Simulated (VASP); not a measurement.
# InAs: input slips in a phonon run and what they do, part 2 of 2

Aim: see how common mistakes in a phonon run show up, on InAs. The starting structure is a measured crystal structure from the Crystallography Open Database.

VASP 6.6.1.

Results so far: reference T2 213.2 cm⁻¹; finite displacements, else as the reference T2 213.4 cm⁻¹; a cutoff far too low T2 200.2 cm⁻¹.

## Step 5: Modes with a k mesh far too coarse

Level of this step: LDA; plane waves and PAW (In_d, As) (VASP).

A slip made on purpose: a k mesh far too coarse. Against step 2 the input has a 2×2×2 mesh (also changed: NELM and KPAR).

INCAR

```
SYSTEM = InAs
PREC = Accurate
ENCUT = 450
EDIFF = 1E-08
NELM = 60
ISMEAR = 0
SIGMA = 0.05
LREAL = .FALSE.
ALGO = Normal
GGA = CA
NBANDS = 15
LORBIT = 11
LWAVE = .FALSE.
LCHARG = .FALSE.
IBRION = 8
ISIF = 2
```

POSCAR

```
InAs
1.0
    0.0000000000      3.0161874123      3.0161874123
    3.0161874123      0.0000000000      3.0161874123
    3.0161874123      3.0161874123      0.0000000000
In As
1 1
Direct
    0.0000000000      0.0000000000      0.0000000000
    0.7500000000      0.7500000000      0.7500000000
```

KPOINTS

```
Automatic mesh
0
Gamma
2 2 2
0 0 0
```

PAW data sets: In_d and As (LDA family, release 64).

Command:

```bash
$ mpirun -np 8 vasp_std
```

Output:

```text
[banner, memory and clock lines left out]
running    8 mpi-ranks, on    1 nodes
[...]
[... a notice as in an earlier step ...]

 LDA part: xc-table for (Slater(with rela. corr.)+CA(PZ))
 , standard interpolation
|                                                                             |
|           W    W    AA    RRRRR   N    N  II  N    N   GGGG   !!!           |
|           W    W   A  A   R    R  NN   N  II  NN   N  G    G  !!!           |
|           W    W  A    A  R    R  N N  N  II  N N  N  G       !!!           |
|           W WW W  AAAAAA  RRRRR   N  N N  II  N  N N  G  GGG   !            |
|           WW  WW  A    A  R   R   N   NN  II  N   NN  G    G                |
|           W    W  A    A  R    R  N    N  II  N    N   GGGG   !!!           |
|                                                                             |
|     The number of bands has been changed from the values supplied in        |
|     The orbitals not found in the WAVECAR file will be initialized with     |
[...]
RMM:  15    -0.239326177945E+00    0.15653E-06    0.49138E-07   329   0.244E-04    0.480E-05
RMM:  16    -0.239326200519E+00   -0.22573E-07   -0.68351E-08   335   0.240E-04    0.299E-05
RMM:  17    -0.239326193211E+00    0.73074E-08    0.98396E-08   320   0.235E-04    0.286E-05
 first order change of Fermi-energy   0.13383E-05
 force on displaced ion       1 direction 1 :  -0.201   0.000   0.000
 Linear response progress:
  Degree of freedom:   2/  2
       N       E                     dE             d eps       ncg     rms          rms(c)
RMM:   1    -0.470849201048E-01   -0.47085E-01    0.77377E-02   335   0.148E+00
RMM:   2    -0.468048451694E-01    0.28007E-03    0.25392E-03   269   0.506E-01    0.360E-01
RMM:   3    -0.502043871081E-01   -0.33995E-02   -0.46143E-03   295   0.369E-01    0.990E-02
RMM:   4    -0.494296485778E-01    0.77474E-03   -0.21846E-04   288   0.115E-01    0.357E-02
[...]
RMM:  12    -0.496815086125E-01    0.62635E-07    0.27449E-08   312   0.884E-05    0.488E-05
RMM:  13    -0.496815434992E-01   -0.34887E-07    0.55903E-08   315   0.789E-05    0.237E-05
RMM:  14    -0.496815430892E-01    0.41005E-09    0.33415E-09   346   0.751E-05    0.110E-05
 first order change of Fermi-energy  -0.31620E-05
 force on displaced ion       2 direction 1 :  -0.197   0.000   0.000
 Linear response finished
```

Elapsed: 3 s, on 8 MPI ranks of Intel Xeon 6975P-C (Granite Rapids), shared host; peak memory 0.93 GiB.

Parts of OUTCAR (step 5):

```text
  Total        2.5913833      2.5913833      2.5913833     -0.0000000      0.0000000      0.0000000
  in kB       75.6549382     75.6549382     75.6549382     -0.0000000      0.0000000      0.0000000
  external PRESSURE =      75.6549382 kB  Pullay stress =       0.0000000 kB

 POSITION                                       TOTAL-FORCE (eV/Angst)
 -----------------------------------------------------------------------------------
      0.00000      0.00000      0.00000        -0.000000     -0.000000     -0.000000
      4.52428      4.52428      4.52428         0.000000      0.000000      0.000000
 -----------------------------------------------------------------------------------
    total drift:                                0.000000      0.000000      0.000000

[... 1 part as in an earlier step ...]

[... 1 further part left out ...]
```

With a k mesh far too coarse the mode is T2 34.5 cm⁻¹, -178.7 cm⁻¹ from the reference.

## Step 6: Modes with a structure that was not relaxed

A slip made on purpose: a structure that was not relaxed. Against step 2 the input has another starting structure (also changed: NELM).

INCAR, as its differences from that of step 5:

```diff
@@ -14,2 +14,3 @@
 LCHARG = .FALSE.
+KPAR = 8
 IBRION = 8
```

POSCAR

```
InAs
1.0
    0.0000000000      3.0290000000      3.0290000000
    3.0290000000      0.0000000000      3.0290000000
    3.0290000000      3.0290000000      0.0000000000
In As
1 1
Direct
    0.0000000000      0.0000000000      0.0000000000
    0.7500000000      0.7500000000      0.7500000000
```

KPOINTS

```
Automatic mesh
0
Gamma
10 10 10
0 0 0
```

Command:

```bash
$ mpirun -np 8 vasp_std
```

Output:

```text
[... set-up lines as in an earlier step ...]
 entering main loop
       N       E                     dE             d eps       ncg     rms          rms(c)
DAV:   1     0.108298779173E+03    0.10830E+03   -0.77523E+03  1418   0.116E+03
DAV:   2    -0.183957807608E+01   -0.11014E+03   -0.10628E+03  1487   0.284E+02
DAV:   3    -0.914585771582E+01   -0.73063E+01   -0.72701E+01  1837   0.770E+01
DAV:   4    -0.933051818529E+01   -0.18466E+00   -0.18461E+00  1688   0.139E+01
[...]
DAV:  12    -0.902768088386E+01    0.26784E-05   -0.52514E-06  2079   0.315E-02    0.743E-03
DAV:  13    -0.902768092497E+01   -0.41107E-07   -0.71916E-07  1830   0.490E-03    0.213E-03
DAV:  14    -0.902768092154E+01    0.34329E-08   -0.27189E-08  1816   0.256E-03
   1 F= -.90276809E+01 E0= -.90276423E+01  d E =-.772282E-04
 Linear response reoptimize wavefunctions to high precision
DAV:   1    -0.902768092190E+01   -0.36607E-09   -0.28629E-09  1523   0.850E-04
DAV:   2    -0.902768092197E+01   -0.71395E-10   -0.81610E-10  1027   0.226E-04
 Linear response DOF=           2
 Linear response progress:
[...]
RMM:  13    -0.237646381004E+00    0.11083E-06   -0.16958E-07 10452   0.693E-05    0.395E-05
RMM:  14    -0.237646326130E+00    0.54874E-07   -0.20467E-07  9857   0.576E-05    0.261E-05
RMM:  15    -0.237646316409E+00    0.97210E-08   -0.77739E-08 10551   0.443E-05    0.152E-05
 first order change of Fermi-energy  -0.54457E-04
 force on displaced ion       1 direction 1 :  -7.352  -0.000  -0.000
 Linear response progress:
  Degree of freedom:   2/  2
       N       E                     dE             d eps       ncg     rms          rms(c)
RMM:   1    -0.475012970772E-01   -0.47501E-01    0.64500E-02 10671   0.154E+00
RMM:   2    -0.452540006692E-01    0.22473E-02    0.16549E-03  8100   0.570E-01    0.108E-01
RMM:   3    -0.459431480743E-01   -0.68915E-03   -0.19861E-03  9400   0.245E-01    0.460E-02
RMM:   4    -0.461001981492E-01   -0.15705E-03   -0.16553E-04  9620   0.820E-02    0.106E-02
[...]
RMM:  11    -0.461117500072E-01    0.17276E-07   -0.65884E-08 10902   0.669E-05    0.198E-05
RMM:  12    -0.461117702677E-01   -0.20261E-07    0.18529E-08 10244   0.306E-05    0.505E-06
RMM:  13    -0.461117722359E-01   -0.19681E-08   -0.24339E-08 10695   0.170E-05    0.232E-06
 first order change of Fermi-energy   0.36993E-03
 force on displaced ion       2 direction 1 :  -7.324   0.000   0.000
 Linear response finished
```

The job ended after 34 s (8 MPI ranks; peak memory 3.3 GiB; 4.1 min of CPU time).

From OUTCAR (step 6):

```text
  Total       -0.2595866     -0.2595866     -0.2595866      0.0000000      0.0000000     -0.0000000
  in kB       -7.4828158     -7.4828158     -7.4828158      0.0000000      0.0000000     -0.0000000
  external PRESSURE =      -7.4828158 kB  Pullay stress =       0.0000000 kB

 POSITION                                       TOTAL-FORCE (eV/Angst)
 -----------------------------------------------------------------------------------
      0.00000      0.00000      0.00000         0.000000     -0.000000      0.000000
      4.54350      4.54350      4.54350        -0.000000      0.000000     -0.000000
 -----------------------------------------------------------------------------------
    total drift:                                0.000000      0.000000      0.000000

[... 1 part as in an earlier step ...]

[... 1 further part left out ...]
```

With a structure that was not relaxed the mode is T2 209.7 cm⁻¹, -3.5 cm⁻¹ from the reference.

## Step 7: Modes with a loose electronic threshold

A slip made on purpose: a loose electronic threshold. Against step 2 the input has EDIFF = 1E-04, IBRION = 6, NFREE = 2 and POTIM = 0.015 (also changed: NELM and NSW).

INCAR, as its differences from that of step 6:

```diff
@@ -3,3 +3,3 @@
 ENCUT = 450
-EDIFF = 1E-08
+EDIFF = 1E-04
 NELM = 60
@@ -15,3 +15,6 @@
 KPAR = 8
-IBRION = 8
+IBRION = 6
+NFREE = 2
+POTIM = 0.015
+NSW = 1
 ISIF = 2
```

POSCAR

```
InAs
1.0
    0.0000000000      3.0161874123      3.0161874123
    3.0161874123      0.0000000000      3.0161874123
    3.0161874123      3.0161874123      0.0000000000
In As
1 1
Direct
    0.0000000000      0.0000000000      0.0000000000
    0.7500000000      0.7500000000      0.7500000000
```

KPOINTS is that of step 6.

Command:

```bash
$ mpirun -np 8 vasp_std
```

Output:

```text
[... set-up lines as in an earlier step ...]
 entering main loop
       N       E                     dE             d eps       ncg     rms          rms(c)
[... 8 cycles as in an earlier step ...]
DAV:   9    -0.902927733198E+01    0.10473E-03   -0.75668E-04  1746   0.251E-01    0.139E-01
DAV:  10    -0.902929715225E+01   -0.19820E-04   -0.93760E-05  1034   0.189E-01
   1 F= -.90292972E+01 E0= -.90292586E+01  d E =-.772004E-04
[...]
2 F= -.90284480E+01 E0= -.90284166E+01  d E =-.626826E-04
[...]
3 F= -.90284547E+01 E0= -.90284232E+01  d E =-.628802E-04
[...]
4 F= -.90284586E+01 E0= -.90284273E+01  d E =-.625587E-04
[...]
5 F= -.90284554E+01 E0= -.90284240E+01  d E =-.628377E-04
 Finite differences progress:
  Degree of freedom:   2/  2
  Displacement:        2/  2
  Total:               4/  4
```

The job ended after 12 s (8 MPI ranks; peak memory 2.6 GiB).

From OUTCAR (step 7):

```text
  Total        0.0020939      0.0040538      0.0040538      0.0000000     -0.1036645      0.0000000
  in kB        0.0611307      0.1183494      0.1183494      0.0000000     -3.0264639      0.0000000
  external PRESSURE =       0.0992765 kB  Pullay stress =       0.0000000 kB

 POSITION                                       TOTAL-FORCE (eV/Angst)
 -----------------------------------------------------------------------------------
      0.00000      0.00000      0.00000        -0.113077      0.000000      0.000000
      4.50928      4.52428      4.52428         0.113077     -0.000000     -0.000000
 -----------------------------------------------------------------------------------
    total drift:                               -0.005207     -0.000000     -0.000001

  FREE ENERGIE OF THE ION-ELECTRON SYSTEM (eV)
  ---------------------------------------------------
  free  energy   TOTEN  =        -9.0284553869 eV

  energy  without entropy=       -9.0283925492  energy(sigma->0) =       -9.02842397

[... 2 parts as in an earlier step ...]

[... 1 further part left out ...]
[key lines of the parts left out:]
E-fermi :   4.4309
```

With a loose electronic threshold the mode is T2 214.9 cm⁻¹, +1.5 cm⁻¹ from finite displacements, else as the reference.

## Step 8: Comparison

| run | T2 | method | core minutes |
| --- | --- | --- | --- |
| reference | 213.2 | perturbation theory | 4.13 |
| finite displacements, else as the reference | 213.4 | finite displacements | 2.93 |
| a cutoff far too low | 200.2 | perturbation theory | 0.533 |
| a k mesh far too coarse | 34.5 | perturbation theory | 0.4 |
| a structure that was not relaxed | 209.7 | perturbation theory | 4.53 |
| a loose electronic threshold | 214.9 | finite displacements | 1.65 |

Modes are in cm⁻¹, degenerate ones as one, matched between runs by symmetry and order. A number in brackets counts the listed modes of one symmetry from the lowest. The symmetry labels come from an automatic analysis and can be wrong where levels nearly coincide. Core minutes are wall time times ranks of the run shown, on a shared host.

## Step 9: Results

| Property | Result |
| --- | --- |
| T2, reference | 213.2 cm⁻¹ |
| T2, finite displacements, else as the reference | 213.4 cm⁻¹ |
| T2, a cutoff far too low | 200.2 cm⁻¹ |
| T2, a k mesh far too coarse | 34.5 cm⁻¹ |
| T2, a structure that was not relaxed | 209.7 cm⁻¹ |
| T2, a loose electronic threshold | 214.9 cm⁻¹ |

**Reading.** Finished, but with signs in the output that stand out against the reference: a cutoff far too low, with modes off by up to -13 cm⁻¹, in T2 (signs: a pressure of -352.3 GPa on the undisplaced cell); a k mesh far too coarse, with modes off by up to -179 cm⁻¹, in T2 (signs: a pressure of 7.6 GPa on the undisplaced cell); a structure that was not relaxed, with modes off by up to -3.5 cm⁻¹, in T2 (signs: a pressure of -0.7 GPa on the undisplaced cell); a loose electronic threshold, with modes off by up to +1.5 cm⁻¹, in T2 (signs: a pressure of 0.3 GPa on the undisplaced cell and a translation at -4 cm⁻¹ instead of zero). Runs with finite displacements are held against the sound run of that kind. Further runs on this material are not shown.

[Lines on the potential files, build, host, timing and source positions are cut from VASP's logs without a mark.]

[Logs are printed without paths, hosts, clocks, repeated set-up lines and the standing remarks that a program may print on its own settings, such as how far it seeks lower states.]

[Hosts, paths, dates, database ids (printed as entryN), source tags and the programs' standing remarks are cut or masked in the printed files.]
